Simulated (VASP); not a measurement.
The cell holds one MoTe2 (2H layered) monolayer, with vacuum along c. Ionisation potential and electron affinity count from the cell's own band edges, surface states included.

Data:

```yaml
crystal:
  lattice:
    - [3.49556, 0.00000, 0.00000]
    - [-1.74778, 3.02725, 0.00000]
    - [0.00000, 0.00000, 19.64289]
  atoms:
    - { symbol: Te, position: [0.33333, 0.66667, 0.59187] }
    - { symbol: Te, position: [0.33333, 0.66667, 0.40813] }
    - { symbol: Mo, position: [0.66667, 0.33333, 0.50000] }
```

The numbers are results of PBEsol GGA, VASP's PBE PAW potentials (set 64) (plane waves; VASP), not measurements. Run with 400 eV cut-off, 12×12×1 Γ-centred mesh, Gaussian smearing of 0.050 eV, potentials Te Mo_sv.

Unless said otherwise, spin-orbit coupling is left out, though it shifts the bands of the heavy elements here.

| Quantity | Result |
|---|---|
| energy to cut it from the bulk, per area | 7.9 meV/Å² |
| ionisation potential | 4.94 eV |
| electron affinity | 3.74 eV |
| band gap (on the k-mesh) | 1.19 eV |

The cell is a sheet with vacuum, built from MoTe2 (2H layered).
